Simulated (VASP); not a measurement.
The input files of a VASP run:

**INCAR**
```
SYSTEM = Bi
PREC = Accurate
ENCUT = 400
EDIFF = 1E-6
NELM = 100
ALGO = Normal
LREAL = .FALSE.
LASPH = .TRUE.
ISMEAR = 1
SIGMA = 0.1
GGA = PS
LMAXMIX = 4
LWAVE = .FALSE.
LCHARG = .FALSE.
IBRION = 2
ISIF = 3
NSW = 60
EDIFFG = -0.01
```

File KPOINTS:
```
Automatic mesh
0
Gamma
9 9 9
0 0 0
```

POSCAR:
```
Bi
1
    4.1658200000    -2.2750000000     0.0000000000
    4.1658200000     2.2750000000     0.0000000000
    2.9234170000     0.0000000000     3.7394270000
Bi
2
Direct
  0.2340000000   0.2340000000   0.2340000000
  0.7660000000   0.7660000000   0.7660000000
```

POTCAR, in this order: Bi_d (PBE.64 set). Program: vasp_std.

**Question.** Translate this PBEsol calculation to Ansatz.

**Answer.** One equivalent input (not run):
Ansatz 0.2 input:
```yaml
crystal:
  lattice:
    - [4.1658200, -2.2750000, 0.0000000]
    - [4.1658200, 2.2750000, 0.0000000]
    - [2.9234170, 0.0000000, 3.7394270]
  atoms:
    - { symbol: Bi, position: [0.2340000, 0.2340000, 0.2340000] }
    - { symbol: Bi, position: [0.7660000, 0.7660000, 0.7660000] }
kpoints:
  mp_grid: { grid: [9, 9, 9] }
hamiltonian:
  xc: pbesol
  pseudopotentials: { kind: paw }
scf:
  occupations: { method: methfessel_paxton, width: 0.1 }
  max_iter: 100
relax:
  max_steps: 60
  f_tol: 0.01
  cell: {}
output: { forces: true, stress: true, eigenvalues: true }
```
The two are equivalent in intent, not identical: each code has its own PAW files, so the cut-off isn't converted (ENCUT is set for VASP's; basis.ecutwfc is left out, and Ansatz then takes the one that its files recommend); Ansatz stops its SCF on the density residual and VASP on the energy change (EDIFF).

The compound is Bi in the a7 structure. This run relaxes it. Symmetry was kept, so distortions that lower it aren't found.
